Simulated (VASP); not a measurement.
# Ac: accuracy against cost in the k-mesh and SCF solver, part 2 of 3

How sensitive are energy and pressure of Ac to the k-mesh and SCF solver? The series runs use PBEsol. The start is a computed cell from the Materials Project.

VASP 6.6.1; PBEsol; plane waves and PAW (Ac).

Still holding for the runs below: This run has no spin polarisation. Its electron count is odd, so without a moment it is a metal by construction.

So far. Step 8 (K-mesh: 10 10 10): Against the run before the energy moves by +2.91 meV an atom and the pressure by -0.01 GPa, after 11 cycles in 8.4 s.

### Step 9. K-mesh: 12 12 12

Contents of INCAR:

```
SYSTEM = Ac
PREC = Accurate
ENCUT = 400
EDIFF = 1E-06
NELM = 100
ISMEAR = -1
SIGMA = 0.05
LREAL = .FALSE.
ALGO = Normal
GGA = PS
NBANDS = 11
LASPH = .TRUE.
LORBIT = 11
LWAVE = .FALSE.
LCHARG = .FALSE.
KPAR = 2
ISIF = 2
```

Contents of POSCAR:

```
Ac
1.0
    0.0000000000      2.8481055921      2.8481055921
    2.8481055921      0.0000000000      2.8481055921
    2.8481055921      2.8481055921      0.0000000000
Ac
1
Direct
    0.0000000000      0.0000000000      0.0000000000
```

Contents of KPOINTS:

```
Automatic mesh
0
Gamma
12 12 12
0 0 0
```

Potentials, in the order of the species: Ac (PBE family, release 64).

Started as:

```
mpirun -np 2 vasp_std
```

What it wrote:

```text
[... set-up lines as in an earlier step ...]
 entering main loop
       N       E                     dE             d eps       ncg     rms          rms(c)
DAV:   1     0.807557101896E+02    0.80756E+02   -0.35946E+03  1584   0.672E+02
DAV:   2     0.206317861523E+01   -0.78693E+02   -0.77010E+02  1808   0.200E+02
DAV:   3    -0.419658211921E+01   -0.62598E+01   -0.61453E+01  2568   0.582E+01
DAV:   4    -0.449283722972E+01   -0.29626E+00   -0.29519E+00  2635   0.124E+01
[...]
DAV:   9    -0.447605104929E+01   -0.22720E-04   -0.13046E-04  2607   0.864E-02    0.828E-03
DAV:  10    -0.447604963354E+01    0.14158E-05   -0.80450E-06  2537   0.193E-02    0.578E-03
DAV:  11    -0.447604974094E+01   -0.10740E-06   -0.29193E-07  1314   0.458E-03
   1 F= -.44760497E+01 E0= -.44676397E+01  d E =-.168202E-01
```

Elapsed: 10 s, on 2 MPI ranks of Intel Xeon Platinum 8488C (Sapphire Rapids), shared host; peak memory 0.34 GiB; 17 s of CPU time.

From OUTCAR (step 9):

```text
  Total       -0.5741748     -0.5741748     -0.5741748     -0.0000000      0.0000000      0.0000000
  in kB      -19.9093211    -19.9093211    -19.9093211     -0.0000000      0.0000000      0.0000000
  external PRESSURE =     -19.9093211 kB  Pullay stress =       0.0000000 kB

 POSITION                                       TOTAL-FORCE (eV/Angst)
 -----------------------------------------------------------------------------------
      0.00000      0.00000      0.00000         0.000000      0.000000      0.000000
 -----------------------------------------------------------------------------------
    total drift:                                0.000000      0.000000      0.000000

  FREE ENERGIE OF THE ION-ELECTRON SYSTEM (eV)
  ---------------------------------------------------
  free  energy   TOTEN  =        -4.4760497409 eV

  energy  without entropy=       -4.4592295659  energy(sigma->0) =       -4.46763965

[... 1 part as in an earlier step ...]

[... 2 further parts left out ...]
[key lines of the parts left out:]
E-fermi :   5.7793
```

Against the run before the energy moves by -1.88 meV an atom and the pressure by -0.09 GPa, after 11 cycles in 10 s.

### Step 10. The k-mesh series as a table

This step: convergence of PBEsol results with the mesh; plane waves and PAW (VASP 6.6.1).

No new run; the numbers come from the runs before.

Differences are taken from the run with 12 12 12. Results of the series, by row:

| setting | status | energy less the reference (meV/atom) | pressure (GPa) | SCF cycles | wall time (s) |
| --- | --- | --- | --- | --- | --- |
| 2 2 2 | converged | -1607 | -12.67 | 11 | 4 |
| 3 3 3 | converged | -135.3 | -4.422 | 11 | 4.4 |
| 4 4 4 | converged | 80.65 | -1.412 | 11 | 4.6 |
| 5 5 5 | converged | 98.93 | -1.501 | 11 | 5.2 |
| 6 6 6 | converged | -15.46 | -1.984 | 11 | 5.8 |
| 8 8 8 | converged | -1.032 | -1.891 | 11 | 6.6 |
| 10 10 10 | converged | 1.876 | -1.898 | 11 | 8.4 |
| 12 12 12 | converged | 0 | -1.991 | 11 | 10.4 |

### Step 11. SCF solver: ALGO = Normal

This step: PBEsol; plane waves and PAW (Ac) (VASP 6.6.1).

All solvers should reach one answer; they differ in cycles and robustness.

INCAR is that of step 9.

POSCAR is that of step 9.

Contents of KPOINTS:

```
Automatic mesh
0
Gamma
6 6 6
0 0 0
```

Started as:

```
mpirun -np 2 vasp_std
```

What it wrote:

```text
[... set-up lines as in an earlier step ...]
 entering main loop
       N       E                     dE             d eps       ncg     rms          rms(c)
[... 11 cycles as in an earlier step ...]
   1 F= -.44898045E+01 E0= -.44830946E+01  d E =-.134198E-01
```

Run time: 5.4 s. Hardware: 2 MPI ranks; peak memory 0.29 GiB.

Parts of OUTCAR (step 11):

```text
   NELECT =      11.0000    total number of electrons

 E-fermi :   5.7713

 k-point     1 :       0.0000    0.0000    0.0000
  band No.  band energies     occupation
      1     -29.7827      2.00000
      2      -8.9244      2.00000
      3      -8.9244      2.00000
      4      -8.9244      2.00000
      5       1.6173      2.00000
      6       7.3298      0.00000
      7       7.3298      0.00000
      8       7.3298      0.00000
      9       8.5631      0.00000
     10       9.8143      0.00000
    ...

[... 11 parts as in an earlier step ...]

[... 10 further parts left out ...]
```

The k-mesh is coarse for a metal.

This step gave:

| Property | Result |
| --- | --- |
| irreducible k points | 16 |
| free energy (TOTEN) | -4.490 eV |
| energy at zero smearing | -4.483 eV |
| Fermi energy | 5.771 eV |
| pressure | -1.984 GPa |

The series starts at -4.4831 eV an atom and -1.98 GPa, after 11 cycles in 5.4 s.

### Step 12. SCF solver: ALGO = Fast

INCAR: that of step 11 with these lines changed.

```diff
@@ -8,3 +8,3 @@
 LREAL = .FALSE.
-ALGO = Normal
+ALGO = Fast
 GGA = PS
```

POSCAR is that of step 11.

KPOINTS is that of step 11.

Started as:

```
mpirun -np 2 vasp_std
```

What it wrote:

```text
[... set-up lines as in an earlier step ...]
 entering main loop
       N       E                     dE             d eps       ncg     rms          rms(c)
[... 5 cycles as in an earlier step ...]
RMM:   6    -0.449861256917E+01    0.16244E-01   -0.13571E-02   474   0.911E-01    0.428E+00
RMM:   7    -0.448918032191E+01    0.94322E-02   -0.43193E-02   507   0.140E+00    0.128E-01
RMM:   8    -0.448993322414E+01   -0.75290E-03   -0.74059E-03   597   0.610E-01    0.150E-01
RMM:   9    -0.449036477389E+01   -0.43155E-03   -0.25801E-03   606   0.263E-01    0.225E-01
[...]
RMM:  26    -0.448980347189E+01   -0.51074E-06   -0.10507E-05   394   0.180E-02    0.137E-02
RMM:  27    -0.448980492868E+01   -0.14568E-05   -0.86126E-06   385   0.218E-02    0.762E-03
RMM:  28    -0.448980508907E+01   -0.16039E-06   -0.31701E-06   298   0.140E-02
   1 F= -.44898051E+01 E0= -.44830955E+01  d E =-.134193E-01
```

Run time: 12 s. Hardware: 2 MPI ranks; peak memory 0.29 GiB; 21 s of CPU time.

Parts of OUTCAR (step 12):

```text
  Total       -0.5841643     -0.5841643     -0.5841643     -0.0000000     -0.0000000      0.0000000
  in kB      -20.2557025    -20.2557025    -20.2557025     -0.0000000     -0.0000000      0.0000000
  external PRESSURE =     -20.2557025 kB  Pullay stress =       0.0000000 kB

 POSITION                                       TOTAL-FORCE (eV/Angst)
 -----------------------------------------------------------------------------------
      0.00000      0.00000      0.00000         0.000000      0.000000      0.000000
 -----------------------------------------------------------------------------------
    total drift:                                0.000000     -0.000000     -0.000000

  FREE ENERGIE OF THE ION-ELECTRON SYSTEM (eV)
  ---------------------------------------------------
  free  energy   TOTEN  =        -4.4898050891 eV

  energy  without entropy=       -4.4763858267  energy(sigma->0) =       -4.48309546

[... 2 parts as in an earlier step ...]

[... 1 further part left out ...]
[key lines of the parts left out:]
E-fermi :   5.7713
```

Against the first of the series the energy stays within 0.01 meV an atom; the pressure moves by -0.04 GPa, after 28 cycles in 12 s.

### Step 13. SCF solver: ALGO = VeryFast

INCAR: that of step 12 with these lines changed.

```diff
@@ -8,3 +8,3 @@
 LREAL = .FALSE.
-ALGO = Fast
+ALGO = VeryFast
 GGA = PS
```

POSCAR is that of step 12.

KPOINTS is that of step 12.

Started as:

```
mpirun -np 2 vasp_std
```

What it wrote:

```text
[... set-up lines as in an earlier step ...]
 entering main loop
       N       E                     dE             d eps       ncg     rms          rms(c)
RMM:   1     0.779766457646E+02    0.77977E+02   -0.23176E+03   176   0.527E+02
RMM:   2     0.226857647087E+02   -0.55291E+02   -0.62983E+02   176   0.164E+02
RMM:   3     0.662668438537E+01   -0.16059E+02   -0.16470E+02   176   0.126E+02
RMM:   4     0.368359504299E+00   -0.62583E+01   -0.54226E+01   176   0.955E+01
[...]
RMM:  41    -0.448979822661E+01   -0.13960E-05   -0.12848E-05   333   0.161E-02    0.550E-04
RMM:  42    -0.448979936383E+01   -0.11372E-05   -0.10505E-05   314   0.142E-02    0.543E-04
RMM:  43    -0.448980027151E+01   -0.90768E-06   -0.84876E-06   308   0.128E-02
   1 F= -.44898003E+01 E0= -.44830905E+01  d E =-.134195E-01
```

It took 16 s on 2 MPI ranks; peak memory 0.29 GiB; 28 s of CPU time.

Parts of OUTCAR (step 13):

```text
  Total       -0.5749581     -0.5749581     -0.5749581      0.0000000      0.0000000     -0.0000000
  in kB      -19.9364809    -19.9364809    -19.9364809      0.0000000      0.0000000     -0.0000000
  external PRESSURE =     -19.9364809 kB  Pullay stress =       0.0000000 kB

  FREE ENERGIE OF THE ION-ELECTRON SYSTEM (eV)
  ---------------------------------------------------
  free  energy   TOTEN  =        -4.4898002715 eV

  energy  without entropy=       -4.4763807579  energy(sigma->0) =       -4.48309051

[... 3 parts as in an earlier step ...]

[... 1 further part left out ...]
[key lines of the parts left out:]
E-fermi :   5.7713
```

Against the first of the series the energy stays within 0.01 meV an atom; the pressure moves by -0.01 GPa, after 43 cycles in 16 s.

### Step 14. SCF solver: ALGO = All

INCAR: that of step 13 with these lines changed.

```diff
@@ -8,3 +8,3 @@
 LREAL = .FALSE.
-ALGO = VeryFast
+ALGO = All
 GGA = PS
```

POSCAR is that of step 13.

KPOINTS is that of step 13.

Started as:

```
mpirun -np 2 vasp_std
```

What it wrote:

```text
[... set-up lines as in an earlier step ...]
 entering main loop
       N       E                     dE             d eps       ncg     rms           ort
DAV:   1     0.817343123483E+02    0.81734E+02   -0.39880E+03   176   0.771E+02
DAV:   2     0.228941337737E+01   -0.79445E+02   -0.78213E+02   176   0.206E+02
DAV:   3    -0.423868937977E+01   -0.65281E+01   -0.63194E+01   176   0.613E+01
DAV:   4    -0.450767818705E+01   -0.26899E+00   -0.26684E+00   176   0.117E+01
DAV:   5    -0.451485667529E+01   -0.71785E-02   -0.71771E-02   176   0.161E+00
SDA:   6    -0.447755874051E+01    0.37298E-01   -0.71771E-02   176   0.311E-01   0.000E+00
 gam= 0.000 g(H,U,f)=  0.284E-01 0.267E-02 0.113E-04 ort(H,U,f) = 0.000E+00 0.000E+00 0.000E+00
 gam= 0.000 trial= 0.400  step=  0.5414 mean=  0.4000
CGA:   7    -0.448596393962E+01   -0.84052E-02   -0.84087E-02   176   0.729E-02  -0.486E-04
 gam= 0.235 g(H,U,f)=  0.684E-02 0.439E-03 0.107E-04 ort(H,U,f) =-0.113E-02 0.107E-02 0.106E-04
 gam= 0.235 trial= 0.414  step=  0.6412 mean=  0.4141
[...]
gam= 0.438 trial= 0.523  step=  0.7256 mean=  0.5233
CGA:  13    -0.448978966879E+01   -0.25177E-04   -0.25116E-04   176   0.202E-04   0.599E-06
 gam= 0.296 g(H,U,f)=  0.198E-04 0.444E-06 0.228E-07 ort(H,U,f) =-0.308E-06 0.872E-06 0.349E-07
 gam= 0.296 trial= 0.544  step=  0.8061 mean=  0.5436
CGA:  14    -0.448979788046E+01   -0.82117E-05   -0.82259E-05   176   0.776E-05  -0.116E-06
 gam= 0.384 g(H,U,f)=  0.767E-05 0.855E-07 0.345E-08 ort(H,U,f) =-0.377E-06 0.249E-06 0.126E-07
 gam= 0.384 trial= 0.570  step=  0.8881 mean=  0.5698
CGA:  15    -0.448980126296E+01   -0.33825E-05   -0.34262E-05   176   0.379E-05  -0.276E-06
 gam= 0.488 g(H,U,f)=  0.378E-05 0.130E-07 0.971E-10 ort(H,U,f) =-0.255E-06-0.204E-07-0.984E-09
 gam= 0.488 trial= 0.602  step=  0.9936 mean=  0.6016
CGA:  16    -0.448980302031E+01   -0.17574E-05   -0.18150E-05   176   0.229E-05  -0.295E-06
 gam= 0.605 g(H,U,f)=  0.225E-05 0.372E-07 0.172E-08 ort(H,U,f) =-0.242E-06-0.504E-07-0.256E-08
 gam= 0.605 trial= 0.641  step=  0.7579 mean=  0.6408
CGA:  17    -0.448980381413E+01   -0.79382E-06   -0.80063E-06   176   0.114E-05  -0.117E-06
 gam= 0.497 g(H,U,f)=  0.110E-05 0.358E-07 0.152E-08 ort(H,U,f) =-0.118E-06 0.127E-08 0.136E-09
 gam= 0.497 trial= 0.653  step=  0.6741 mean=  0.6526
 final diagonalization occupied
   1 F= -.44898038E+01 E0= -.44830951E+01  d E =-.134174E-01
```

Run time: 9.8 s. Hardware: 2 MPI ranks; peak memory 0.29 GiB.

OUTCAR, selected parts (step 14):

```text
  Total       -0.5747491     -0.5747491     -0.5747491      0.0000000      0.0000000     -0.0000000
  in kB      -19.9292356    -19.9292356    -19.9292356      0.0000000      0.0000000     -0.0000000
  external PRESSURE =     -19.9292356 kB  Pullay stress =       0.0000000 kB

 POSITION                                       TOTAL-FORCE (eV/Angst)
 -----------------------------------------------------------------------------------
      0.00000      0.00000      0.00000         0.000000      0.000000     -0.000000
 -----------------------------------------------------------------------------------
    total drift:                                0.000000      0.000000      0.000000

  FREE ENERGIE OF THE ION-ELECTRON SYSTEM (eV)
  ---------------------------------------------------
  free  energy   TOTEN  =        -4.4898038141 eV

  energy  without entropy=       -4.4763863880  energy(sigma->0) =       -4.48309510

[... 2 parts as in an earlier step ...]

[... 1 further part left out ...]
[key lines of the parts left out:]
E-fermi :   5.7711
```

Against the first of the series the energy stays within 0.01 meV an atom; the pressure moves by -0.01 GPa, after 17 cycles in 9.8 s.

### Step 15. SCF solver: ALGO = Damped

INCAR: that of step 14 with these lines changed.

```diff
@@ -8,3 +8,3 @@
 LREAL = .FALSE.
-ALGO = All
+ALGO = Damped
 GGA = PS
```

POSCAR is that of step 14.

KPOINTS is that of step 14.

Started as:

```
mpirun -np 2 vasp_std
```

What it wrote:

```text
[... set-up lines as in an earlier step ...]
 entering main loop
       N       E                     dE             d eps       ncg     rms           ort
DAV:   1     0.130035170641E+03    0.13004E+03   -0.35172E+03   176   0.771E+02
DAV:   2     0.228801743161E+02   -0.10715E+03   -0.10538E+03   176   0.240E+02
DAV:   3    -0.371805506077E+00   -0.23252E+02   -0.22763E+02   176   0.109E+02
DAV:   4    -0.346329987384E+01   -0.30915E+01   -0.30396E+01   176   0.430E+01
[...]
DMP:  53    -0.448979315493E+01   -0.10986E-05   -0.10235E-05   176   0.153E-05   0.268E-05
DMP:  54    -0.448979415799E+01   -0.10031E-05   -0.93613E-06   176   0.141E-05   0.245E-05
DMP:  55    -0.448979507435E+01   -0.91636E-06   -0.85441E-06   176   0.128E-05   0.224E-05
 final diagonalization occupied
   1 F= -.44897951E+01 E0= -.44830887E+01  d E =-.134127E-01
```

Wall time 18 s (2 MPI ranks); peak memory 0.29 GiB.

Parts of OUTCAR (step 15):

```text
  Total       -0.5760257     -0.5760257     -0.5760257     -0.0000000      0.0000000     -0.0000000
  in kB      -19.9735017    -19.9735017    -19.9735017     -0.0000000      0.0000000     -0.0000000
  external PRESSURE =     -19.9735017 kB  Pullay stress =       0.0000000 kB

  FREE ENERGIE OF THE ION-ELECTRON SYSTEM (eV)
  ---------------------------------------------------
  free  energy   TOTEN  =        -4.4897950744 eV

  energy  without entropy=       -4.4763824185  energy(sigma->0) =       -4.48308875

[... 3 parts as in an earlier step ...]

[... 1 further part left out ...]
[key lines of the parts left out:]
E-fermi :   5.7714
```

Against the first of the series the energy moves by +0.01 meV an atom and the pressure by -0.01 GPa, after 55 cycles in 18 s.

### Step 16. SCF solver: AMIX = 0.1, BMIX = 0.01

INCAR: that of step 15 with these lines changed.

```diff
@@ -8,3 +8,3 @@
 LREAL = .FALSE.
-ALGO = Damped
+ALGO = Normal
 GGA = PS
@@ -17 +17,3 @@
 ISIF = 2
+AMIX = 0.1
+BMIX = 0.01
```

POSCAR is that of step 15.

KPOINTS is that of step 15.

Started as:

```
mpirun -np 2 vasp_std
```

What it wrote:

```text
[... set-up lines as in an earlier step ...]
 entering main loop
       N       E                     dE             d eps       ncg     rms          rms(c)
[... 5 cycles as in an earlier step ...]
DAV:   6    -0.450838449431E+01    0.64722E-02   -0.59208E-03   589   0.466E-01    0.635E+00
DAV:   7    -0.449204694191E+01    0.16338E-01   -0.94932E-02   555   0.183E+00    0.725E-01
DAV:   8    -0.449199065003E+01    0.56292E-04   -0.36763E-03   454   0.456E-01    0.235E-01
DAV:   9    -0.448978644352E+01    0.22042E-02   -0.97050E-03   571   0.569E-01    0.807E-02
DAV:  10    -0.448980990429E+01   -0.23461E-04   -0.36401E-04   445   0.156E-01    0.344E-02
DAV:  11    -0.448980757792E+01    0.23264E-05   -0.16971E-05   601   0.293E-02    0.216E-02
DAV:  12    -0.448980432221E+01    0.32557E-05   -0.86709E-06   508   0.177E-02    0.228E-03
DAV:  13    -0.448980430871E+01    0.13498E-07   -0.21824E-07   275   0.425E-03
   1 F= -.44898043E+01 E0= -.44830949E+01  d E =-.134188E-01
```

Wall time 6.4 s (2 MPI ranks); peak memory 0.29 GiB; 9.2 s of CPU time.

Parts of OUTCAR (step 16):

```text
  Total       -0.5758811     -0.5758811     -0.5758811      0.0000000      0.0000000     -0.0000000
  in kB      -19.9684868    -19.9684868    -19.9684868      0.0000000      0.0000000     -0.0000000
  external PRESSURE =     -19.9684868 kB  Pullay stress =       0.0000000 kB

  FREE ENERGIE OF THE ION-ELECTRON SYSTEM (eV)
  ---------------------------------------------------
  free  energy   TOTEN  =        -4.4898043087 eV

  energy  without entropy=       -4.4763855371  energy(sigma->0) =       -4.48309492

[... 3 parts as in an earlier step ...]

[... 1 further part left out ...]
[key lines of the parts left out:]
E-fermi :   5.7713
```

Against the first of the series the energy stays within 0.01 meV an atom; the pressure moves by -0.01 GPa, after 13 cycles in 6.4 s.

[end of part 2 of 3]

[Lines on the potential files, build, host, timing and source positions are cut from VASP's logs without a mark.]

[Logs are printed without paths, hosts, clocks, repeated set-up lines and the standing remarks that a program may print on its own settings, such as how far it seeks lower states.]

[Hosts, paths, dates, database ids (printed as entryN), source tags and the programs' standing remarks are cut or masked in the printed files.]

[A measured line is paired with the nearest computed mode of its activity, which favours agreement.]
